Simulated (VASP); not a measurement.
# Rb3Ba (I4/mmm) in VASP: equation of state

How stiff is Rb3Ba in PBE, and what volume does it want? The cell is scaled to several volumes.

Everything below comes from runs of VASP 6.6.1. Logs are shortened: lines on timing, memory, paths and dates and some standing lists are left out, and cuts for length are marked.

## (1) Starting point

Symmetry: I4/mmm, No. 139, tetragonal system. Conventional cell: a = 6.743 Å, b = 6.743 Å, c = 14.743 Å, α = 90.00°, β = 90.00°, γ = 90.00°.

The cell comes from a database or a generator and needn't be the stable form of this composition.

## (2) Equation of state, PBE, 78.76 Å³/atom (volume scaled by 0.94)

The input, INCAR:

```
  ALGO = Normal
  EDIFF = 1E-7
  ENCUT = 520
  GGA = PE
  ISIF = 2
  ISMEAR = -1
  LASPH = T
  LCHARG = F
  LREAL = F
  LWAVE = F
  NBANDS = 26
  NELM = 80
  PREC = Accurate
  SIGMA = 0.05
```

The input, KPOINTS:

```
k-points
0
Gamma
  6 6 6
```

The input, POSCAR:

```
Rb3Ba
1.0
   -3.3026344025      3.3026344025      7.2208701033
    3.3026344025     -3.3026344025      7.2208701033
    3.3026344025      3.3026344025     -7.2208701033
Ba Rb
1 3
Direct
    0.0000000000      0.0000000000      0.0000000000
    0.5000000000      0.5000000000      0.0000000000
    0.2500000000      0.7500000000      0.5000000000
    0.7500000000      0.2500000000      0.5000000000
```

Potentials or basis: VASP PAW PBE potentials, release 64 (Ba_sv, Rb_sv).

Run with:

```bash
> cat potpaw_PBE.64/Ba_sv/POTCAR potpaw_PBE.64/Rb_sv/POTCAR > POTCAR
> mpirun -np 1 vasp_std > vasp.out
```

OUTCAR:

```text
EDIFF = 1E-7
   ENCUT = 520
   GGA = PE
   ISIF = 2
   ISMEAR = -1
   LASPH = T
   LREAL = F
   NELM = 80
   PREC = Accurate

 Found     30 irreducible k-points:

 Following reciprocal coordinates:
            Coordinates               Weight
  0.000000  0.000000  0.000000      1.000000
  0.166667  0.000000 -0.000000      8.000000
  0.333333 -0.000000  0.000000      8.000000
  0.500000  0.000000 -0.000000      4.000000
  0.166667  0.166667  0.000000      8.000000
  0.333333  0.166667 -0.000000     16.000000
   k-points           NKPTS =     30   k-points in BZ     NKDIM =     30   number of bands    NBANDS=     26
   number of dos      NEDOS =    301   number of ions     NIONS =      4
   total plane-waves  NPLWV = 262144
   dimension x,y,z NGX =    64 NGY =   64 NGZ =   64
   dimension x,y,z NGXF=   128 NGYF=  128 NGZF=  128
   ions per type =               1   3
   NGX,Y,Z   is equivalent  to a cutoff of  12.37, 12.37, 12.37 a.u.
   NGXF,Y,Z  is equivalent  to a cutoff of  24.74, 24.74, 24.74 a.u.
 SYSTEM =  unknown system
   PREC   = accura    normal or accurate (medium, high low for compatibility)
   ISTART =      0    job   : 0-new  1-cont  2-samecut
   ICHARG =      2    charge: 1-file 2-atom 10-const
   ISPIN  =      1    spin polarized calculation?
   LNONCOLLINEAR =      F non collinear calculations
   LSORBIT =      F    spin-orbit coupling
   LASPH  =      T    aspherical Exc in radial PAW
   ENCUT  =  520.0 eV  38.22 Ry    6.18 a.u.  15.99 15.99 15.99*2*pi/ulx,y,z
   NELM   =     80;   NELMIN=  2; NELMDL= -5     # of ELM steps
   EDIFF  = 0.1E-06   stopping-criterion for ELM
   LREAL  =      F    real-space projection
   EDIFFG = 0.1E-05   stopping-criterion for IOM
   NSW    =      0    number of steps for IOM
   IBRION =     -1    ionic relax: 0-MD 1-quasi-New 2-CG
   NFREE  =      0    steps in history (QN), initial steepest desc. (CG)
   ISIF   =      2    stress and relaxation
   ISYM   =      2    0-nonsym 1-usesym 2-fastsym
   POTIM  = 0.5000    time-step for ionic-motion
   TEBEG  =    0.0;   TEEND  =   0.0 temperature during run
   PSTRESS=    0.0 pullay stress
   NELECT =      37.0000    total number of electrons
   NUPDOWN=      -1.0000    fix difference up-down
   EMIN   =  10.00;   EMAX   =-10.00  energy-range for DOS
   EFERMI =   0.00;   METHOD = LEGACY
   ISMEAR =    -1;   SIGMA  =   0.05  broadening in eV -4-tet -1-fermi 0-gaus
   EFERMI_NEDOS =   21; number of points for ismear=-14 and -15
   IALGO  =     38    algorithm
   IMIX   =      4    mixing-type and parameters
     AMIX     =   0.40;   BMIX     =  1.00
     AMIX_MAG =   1.60;   BMIX_MAG =  1.00
  volume/ion in A,a.u.               =      78.76       531.50
  Fermi-wavevector in a.u.,A,eV,Ry     =   0.801712  1.515017  8.745045  0.642743
  Thomas-Fermi vector in A             =   1.909252
   LORBIT       =      0    0 simple, 1 ext, 2 COOP (PROOUT), +10 PAW based schemes
   GGA     = PE    functional components
[... 5 lines left out ...]
 non-spin polarized calculation
  energy-cutoff  :      520.00
  volume of cell :      315.04
 maximum number of plane-waves:      8546
   NGX = 31   NGY = 31   NGZ = 31

 number of electron      37.0000000 magnetization

 Free energy of the ion-electron system (eV)
  ---------------------------------------------------
  ext. energy  EPLUGINS =         0.00000000
  ---------------------------------------------------
  free energy    TOTEN  =        -4.18257699 eV

  energy without entropy =       -4.13182029  energy(sigma->0) =       -4.15719864

 E-fermi :   0.4519     XC(G=0):  -6.0692

 val. band max:        0.4278024749   @ k =   0.5000   0.5000   0.3333
 cond. band min:       0.4521428499   @ k =  -0.3333   0.3333   0.0000
 fundamental gap:      0.0243403750
 Fermi energy:         0.4518801276

 k-point     1 :       0.0000    0.0000    0.0000
  band No.  band energies     occupation
      1     -29.4924      2.00000
      2     -28.0957      2.00000
      3     -28.0879      2.00000
      4     -28.0211      2.00000
      5     -14.6241      2.00000
      6     -14.6121      2.00000
[... 18 lines left out ...]
     25       2.1704      0.00000
     26       2.1704      0.00000

 k-point     2 :       0.1667    0.0000   -0.0000
  band No.  band energies     occupation
      1     -29.4923      2.00000
      2     -28.0952      2.00000
      3     -28.0884      2.00000
      4     -28.0211      2.00000
      5     -14.6240      2.00000
      6     -14.6126      2.00000
[... 18 lines left out ...]
     25       2.0034      0.00000
     26       2.2133      0.00000

 k-point     3 :       0.3333   -0.0000    0.0000
  band No.  band energies     occupation
      1     -29.4923      2.00000
      2     -28.0937      2.00000
      3     -28.0898      2.00000
      4     -28.0211      2.00000
      5     -14.6237      2.00000
      6     -14.6136      2.00000
[... 18 lines left out ...]
     25       2.2780      0.00000
     26       2.2881      0.00000

 k-point     4 :       0.5000    0.0000   -0.0000
  band No.  band energies     occupation
      1     -29.4923      2.00000
      2     -28.0918      2.00000
      3     -28.0918      2.00000
      4     -28.0212      2.00000
      5     -14.6236      2.00000
      6     -14.6141      2.00000
[... 18 lines left out ...]
     25       2.2470      0.00000
     26       2.3130      0.00000

 k-point     5 :       0.1667    0.1667    0.0000
  band No.  band energies     occupation
      1     -29.4923      2.00000
      2     -28.0947      2.00000
      3     -28.0889      2.00000
      4     -28.0211      2.00000
      5     -14.6238      2.00000
      6     -14.6129      2.00000
[... 18 lines left out ...]
     25       2.1976      0.00000
     26       2.2282      0.00000

 k-point     6 :       0.3333    0.1667   -0.0000
  band No.  band energies     occupation
      1     -29.4923      2.00000
      2     -28.0934      2.00000
      3     -28.0901      2.00000
      4     -28.0212      2.00000
      5     -14.6236      2.00000
      6     -14.6138      2.00000
[... 18 lines left out ...]
     25       2.1804      0.00000
     26       2.4099      0.00000

 [... further k-points ...]

------------------------ aborting loop because EDIFF is reached ----------------------------------------

  FORCE on cell =-STRESS in cart. coord.  units (eV):
  Direction    XX          YY          ZZ          XY          YZ          ZX
  --------------------------------------------------------------------------------------
  -------------------------------------------------------------------------------------
  Total        0.5159575      0.5159575      0.3845815      0.0000000     -0.0000000     -0.0000000
  in kB        2.6239403      2.6239403      1.9558180      0.0000000     -0.0000000     -0.0000000
  external PRESSURE =       2.4012329 kB  Pullay stress =       0.0000000 kB

 VOLUME and BASIS-vectors are now :
 -----------------------------------------------------------------------------
  energy-cutoff  :      520.00
  volume of cell :      315.04
      direct lattice vectors                 reciprocal lattice vectors
    -3.302634402  3.302634402  7.220870103     0.000000000  0.151394293  0.069243733
     3.302634402 -3.302634402  7.220870103     0.151394293  0.000000000  0.069243733
     3.302634402  3.302634402 -7.220870103     0.151394293  0.151394293  0.000000000

 POSITION                                       TOTAL-FORCE (eV/Angst)
 -----------------------------------------------------------------------------------
      0.00000      0.00000      0.00000         0.000000      0.000000      0.000000
      0.00000      0.00000      7.22087         0.000000      0.000000      0.000000
      3.30263      0.00000      3.61044        -0.000000      0.000000     -0.000000
      0.00000      3.30263      3.61044        -0.000000     -0.000000     -0.000000
 -----------------------------------------------------------------------------------
    total drift:                               -0.000000     -0.000000     -0.000000

  FREE ENERGIE OF THE ION-ELECTRON SYSTEM (eV)
  ---------------------------------------------------
  free  energy   TOTEN  =        -4.1825769936 eV

  energy  without entropy=       -4.1318202900  energy(sigma->0) =       -4.15719864
```

It took 2.7 min on 1 thread of Intel Xeon 6975P-C (Granite Rapids), shared host; peak memory 0.68 GiB.

Results:

* Free energy: -4.1826 eV
* Pressure: 0.2 GPa
* Band gap on the k mesh: none (metal or under the smearing width)

(Part 1 of 2 ends here.)
